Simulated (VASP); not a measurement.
An input for Quantum ESPRESSO's pw.x (written as the equivalent of a VASP run, and not itself run):

```
&CONTROL
  calculation = 'vc-relax'
  pseudo_dir = './pseudo'
  outdir = './out'
  tprnfor = .true.
  tstress = .true.
  nstep = 60
  forc_conv_thr = 0.00039
/
&SYSTEM
  ibrav = 0
  nat = 2
  ntyp = 2
  ecutwfc = 96
  occupations = 'smearing'
  smearing = 'methfessel-paxton'
  degauss = 0.00735
  input_dft = 'pbe'
  vdw_corr = 'grimme-d3'
  dftd3_version = 3
  dftd3_threebody = .false.
/
&ELECTRONS
  conv_thr = 7.3e-08
  electron_maxstep = 100
/
&IONS
/
&CELL
/
ATOMIC_SPECIES
  Al 26.982 Al.upf
  Co 58.933 Co.upf
CELL_PARAMETERS angstrom
     2.8215100   -0.0000000    0.0000000
    -0.0000000    2.8215100   -0.0000000
     0.0000000   -0.0000000    2.8215100
ATOMIC_POSITIONS crystal
  Al   0.5000000  0.5000000  0.5000000
  Co   0.0000000  0.0000000  0.0000000
K_POINTS automatic
  12 12 12 0 0 0
```

**Question.** Translate this input to VASP (INCAR, KPOINTS, POSCAR, choice of POTCAR).

**Answer.** This is not unique; one that fits is 
### KPOINTS
```
Automatic mesh
0
Gamma
12 12 12
0 0 0
```

### INCAR
```
! general
SYSTEM  = CoAl
PREC    = Accurate
ENCUT   = 520   ! plane-wave cut-off (eV)
LREAL   = .FALSE.   ! projection in real space or not
LASPH   = .TRUE.   ! aspherical one-centre terms

! electronic loop
EDIFF   = 1E-6   ! SCF stop (eV)
NELM    = 100   ! most electronic steps
ALGO    = Normal
LMAXMIX = 4   ! l cut-off of mixed one-centre charges

! smearing
ISMEAR  = 1   ! Methfessel-Paxton
SIGMA   = 0.1

! functional
GGA     = PE
IVDW    = 11

! ions
IBRION  = 2
NSW     = 60   ! most ionic steps
ISIF    = 3
EDIFFG  = -0.01   ! ionic stop

! output
LWAVE   = .FALSE.
LCHARG  = .FALSE.
```

### POSCAR
```
CoAl
1.0
  2.8215099586   0.0000000000   0.0000000000
  0.0000000000   2.8215099586   0.0000000000
  0.0000000000   0.0000000000   2.8215099586
Al Co
1 1
Direct
  0.5000000000   0.5000000000   0.5000000000
  0.0000000000   0.0000000000   0.0000000000
```

POTCAR, in this order: Al Co (PBE.64 set). Program: vasp_std.

What does not carry over: the potentials are each code's own (VASP's PAW set, PseudoDojo norm-conserving files in pw.x), so ENCUT and ecutwfc are chosen apart and not converted; conv_thr bounds pw.x's estimated SCF error, while EDIFF bounds the energy change between steps; forc_conv_thr acts on force components and is met together with etot_conv_thr.

The compound is CoAl in the CsCl type structure. It was relaxed first. The start is the result of an earlier pass.
